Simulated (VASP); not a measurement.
Runs of VASP 6.6.1 on AgOsW3. All rows change the cell; the cell of one of them follows. Symmetry: Pm-3m, No. 221, cubic system. The conventional cell has a = 4.744 Å, b = 4.744 Å, c = 4.744 Å, α = 90.00°, β = 90.00°, γ = 90.00°. Ag (site symmetry m-3m) has 12 W at 3.35 Å as nearest neighbours. Os (site symmetry m-3m) is surrounded by 6 W at 2.37 Å. W (site symmetry 4/mmm) is surrounded by 2 Os at 2.37 Å. The cell was built by a generator and needn't be a form met in nature.

```tsv
task	cell	k mesh	cutoff (eV)	mesh quality	gap on the mesh (eV)	pressure (GPa)	relaxed volume (Å³/atom)
single point	species swapped into the EuBPd3 type (Pm-3m, No. 221)	4 × 4 × 4	520	not flagged	none	1.3	-
single point	species swapped into the EuBPd3 type (Pm-3m, No. 221)	4 × 4 × 4	520	coarse	none	106.4	-
single point	species swapped into the EuBPd3 type (Pm-3m, No. 221)	8 × 8 × 8	520	not flagged	none	1.3	-
relaxation of cell and atoms	relaxed from: species swapped into the EuBPd3 type (Pm-3m, No. 221)	8 × 8 × 8	600	not flagged	none	0.0	(a)
relaxation of cell and atoms	relaxed from: species swapped into the EuBPd3 type (Pm-3m, No. 221)	4 × 4 × 4	600	coarse	none	-0.1	21.54
```

Alike in all rows: level PBE; potentials or basis VASP PAW PBE potentials, release 64 (Ag, Os, W_sv); no spin polarisation; smearing gaussian 0.1 eV.

Question: Fill in the values left out.

Answer: (a) 21.52.

Caveats: some runs use coarse meshes; a pressure of tens of GPa on the cell as given is suspect, and the run, the potentials or the cell itself is likely at fault (some runs); the volume moved by over 15 % at a fixed basis, so the end points are rough (some runs).

A k mesh can miss the band edges, and the runs leave out spin-orbit coupling on Ag, Os, W.

A gap of «none» marks a metal or a gap under the smearing width.
